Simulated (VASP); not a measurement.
Given:

```yaml
crystal:
  lattice:
    - [0.00000, 1.79511, 1.79511]
    - [1.79511, 0.00000, 1.79511]
    - [1.79511, 1.79511, 0.00000]
  atoms:
    - { symbol: C, position: [0.00000, 0.00000, 0.00000] }
    - { symbol: C, position: [0.25000, 0.25000, 0.25000] }
```

All values below come from RPBE GGA, VASP's PBE PAW potentials (set 64) (plane waves; VASP). Run with 520 eV cut-off, Gaussian smearing of 0.050 eV, potentials C.

### Question
Estimate the band gap (along the path) with the smallest direct gap where there is one.

### Answer

```yaml
band gap (along the path): 4.08 eV
smallest direct gap (along the path): 5.54 eV
```

Only differences to runs with the same potentials and settings are physical.

The compound is C in the diamond structure. It was relaxed first.
